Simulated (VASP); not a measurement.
Given:

```xyz
2
Lattice="0.0000 2.1800 2.1800 2.1800 0.0000 2.1800 2.1800 2.1800 0.0000" Properties=species:S:1:pos:R:3 pbc="T T T"
Si     0.0000     0.0000     0.0000
C      1.0900     1.0900     1.0900
```

Method: PBEsol GGA, VASP's PBE PAW potentials (set 64) (plane waves; VASP). Run with 520 eV cut-off, 15×15×15 Γ-centred mesh, Gaussian smearing of 0.010 eV, potentials Si C.

Q: Give the electronic dielectric tensor ε∞ (DFPT, local fields included).

A: 
```
7.07  0.00  0.00
0.00  7.07  0.00
0.00  0.00  7.07
```

Q: Give the Born effective charges.

A: 
```tsv
atom	Z*xx	Z*yy	Z*zz	mean
Si1	2.70	2.70	2.70	2.70
C2	-2.70	-2.70	-2.70	-2.70
```

The compound is SiC in the zinc blende structure. The cell was not relaxed at this level.
